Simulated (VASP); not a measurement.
A run of VASP 6.6.1:

INCAR

```
PREC     = Accurate       # precision mode
ENCUT    = 600            # plane-wave cutoff, eV
EDIFF    = 1E-6           # SCF threshold, eV
ISMEAR   = 0              # smearing method
SIGMA    = 0.03           # smearing width, eV
LREAL    = F              # projectors in reciprocal space
LASPH    = T              # aspherical terms in the spheres
NELM     = 80             # most SCF steps
ALGO     = Normal         # electronic algorithm
ISIF     = 3              # what is computed and relaxed
LWAVE    = F              # write WAVECAR
LCHARG   = F              # write CHGCAR
GGA      = PS             # functional
IBRION   = 2              # ionic algorithm
NSW      = 90             # ionic steps
EDIFFG   = -0.01          # ionic threshold
KPAR     = 2
```

KPOINTS

```
regular mesh
0
Gamma
  6 6 4
```

Contents of POSCAR:

```
BaMgAsF
1.0
    4.3855000000      0.0000000000      0.0000000000
    0.0000000000      4.3855000000      0.0000000000
    0.0000000000      0.0000000000      9.5918000000
Ba As Mg F
2 2 2 2
Direct
    0.5000000000      0.0000000000      0.1547000000
    0.0000000000      0.5000000000      0.8453000000
    0.5000000000      0.0000000000      0.6610000000
    0.0000000000      0.5000000000      0.3390000000
    0.5000000000      0.5000000000      0.5000000000
    0.0000000000      0.0000000000      0.5000000000
    0.5000000000      0.5000000000      0.0000000000
    0.0000000000      0.0000000000      0.0000000000
```

Potentials or basis: VASP PAW PBE potentials, release 64 (Ba_sv, As, Mg, F).

Launch:

```sh
$ cat potpaw_PBE.64/Ba_sv/POTCAR potpaw_PBE.64/As/POTCAR potpaw_PBE.64/Mg/POTCAR potpaw_PBE.64/F/POTCAR > POTCAR
$ mpirun -np 2 vasp_std > vasp.out
```

Hardware: 2 MPI ranks on Intel(R) Xeon(R) 6975P-C (Granite Rapids), on a shared host.

Task: How long does it take, and how much memory?

Result: Run time: 3.5 min on 2 MPI ranks on Intel(R) Xeon(R) 6975P-C (Granite Rapids), on a shared host, peak memory 0.46 GiB a rank. Counts: scf iterations 49, k points 30, ion steps 7.
